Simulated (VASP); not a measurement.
All values below come from LDA (Ceperley-Alder, Perdew-Zunger), VASP's LDA PAW potentials (set 64) (plane waves; VASP).

Input for VASP

**INCAR**
```
ALGO = Normal
EDIFF = 1E-6
ENCUT = 400
ISIF = 2
ISMEAR = 0
LASPH = .True.
LCHARG = .False.
LMAXMIX = 4
LREAL = .False.
LWAVE = .False.
NELM = 100
PREC = Accurate
SIGMA = 0.01
SYSTEM = Y2C(NO)2
```

File KPOINTS:
```
Automatic mesh
0
Gamma
7 7 3
0 0 0
```

POSCAR:
```
Y2C(NO)2
1
    3.6693980000     0.0000000000     0.0000000000
   -1.8346990000     3.1777920000     0.0000000000
    0.0000000000     0.0000000000     8.1035090000
Y C N O
2 1 2 2
Direct
  0.3333330000   0.6666670000   0.6775200000
  0.6666670000   0.3333330000   0.3224800000
  0.0000000000   0.0000000000   0.0000000000
  0.0000000000   0.0000000000   0.1501500000
  0.0000000000   0.0000000000   0.8498500000
  0.3333330000   0.6666670000   0.3966600000
  0.6666670000   0.3333330000   0.6033400000
```

POTCAR, in this order: Y_sv C N O (LDA.64 set). Program: vasp_std.

At this cut-off the stress carries a Pulay error, which pulls relaxed volumes low.

Q: Predict the energy per atom (σ→0), pressure, largest force.

A: 
| Quantity | Value |
|---|---|
| energy per atom (σ→0) | -9.939 eV/atom |
| pressure | -4.41 GPa |
| largest force | 1.175 eV/Å |

OSZICAR:
```
...
DAV:   9    -0.695724361018E+02    0.91718E-01   -0.59983E-01  1536   0.452E+00    0.117E+00
DAV:  10    -0.695731274022E+02   -0.69130E-03   -0.67471E-02  1280   0.156E+00    0.390E-01
DAV:  11    -0.695727578419E+02    0.36956E-03   -0.84410E-03  1288   0.519E-01    0.149E-01
DAV:  12    -0.695726818177E+02    0.76024E-04   -0.95301E-04  1696   0.181E-01    0.537E-02
DAV:  13    -0.695726642639E+02    0.17554E-04   -0.14438E-04  1520   0.851E-02    0.379E-02
DAV:  14    -0.695726656265E+02   -0.13625E-05   -0.35479E-05  1516   0.377E-02    0.113E-02
DAV:  15    -0.695726653517E+02    0.27471E-06   -0.57837E-06  1160   0.142E-02
   1 F= -.69572665E+02 E0= -.69572665E+02  d E =-.105378E-91
```

The structure comes from a computed database's Y2CN2O2 entry; how it stands against other phases isn't given here. The cell was not relaxed at this level. The run is one of a series of settings (GGA removed, POTCAR Y_sv C N O (LDA.64 set) against the base run), some of them coarse on purpose.
